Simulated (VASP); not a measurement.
Here is the system:

```
PbF2
1.0
    0.00000     2.97664     2.97664
    2.97664     0.00000     2.97664
    2.97664     2.97664     0.00000
Pb F
1 2
Cartesian
  2.97664   2.97664   0.00000
  1.48832   1.48832   1.48832
  4.46496   4.46496   4.46496
```

Level of theory: PBEsol GGA, VASP's PBE PAW potentials (set 64) (plane waves; VASP). Numerical set-up: 520 eV cut-off, 7×7×7 Γ-centred mesh, Gaussian smearing of 0.050 eV, potentials Pb_d F.

Q: Give the stress tensor in GPa (positive for a compressed cell).

A: 
```
-2.20   0.00   0.00
 0.00  -2.20   0.00
 0.00   0.00  -2.20
```
The pressure is its mean diagonal, -2.20 GPa.

The compound is PbF2 in the fluorite structure, the β form. This cell is one point of a volume scan, at 1.03 of the reference volume.
